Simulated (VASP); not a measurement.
W:

```
CELL_PARAMETERS angstrom
-1.58234 1.58234 1.58234
1.58234 -1.58234 1.58234
1.58234 1.58234 -1.58234
ATOMIC_POSITIONS crystal
W 0.00000 0.00000 0.00000
```

```yaml
Program: VASP 6.6.1
Task: relaxation of cell and atoms
Functional: RPBE
Potentials_or_basis: VASP PAW PBE potentials, release 64 (W_sv)
Cutoff: 600 eV
k_mesh: 16 × 16 × 16
Occupations: methfessel-paxton, width 0.1 eV
Spin: no spin polarisation
```

At the start: pressure 9.7 GPa; volume 15.85 Å³/atom.

Problem. How do energy, volume and symmetry change on relaxing?

Solution. Over 4 steps the energy falls by 14.9 meV/atom and the volume is 16.35 Å³/atom (+3.2 %); space group Im-3m (No. 229, to 0.05 Å).

The path:
| step | energy change (eV) | largest force (eV/Å) | pressure (GPa) | volume (Å³) |
| --- | --- | --- | --- | --- |
| 1 | 0.0000 | 0.0000 | 9.71 | 15.85 |
| 2 | 0.1351 | 0.0000 | -24.47 | 18.15 |
| 3 | -0.0148 | 0.0000 | -0.42 | 16.38 |
| 4 | -0.0149 | 0.0000 | -0.03 | 16.35 |

Final structure:
```yaml
crystal:
  lattice:
    - [-1.59905, 1.59905, 1.59905]
    - [1.59905, -1.59905, 1.59905]
    - [1.59905, 1.59905, -1.59905]
  atoms:
    - { symbol: W, position: [0.00000, 0.00000, 0.00000] }
```

Caveat: the PAW data sets were made with another functional, which shifts forces and pressure a little.
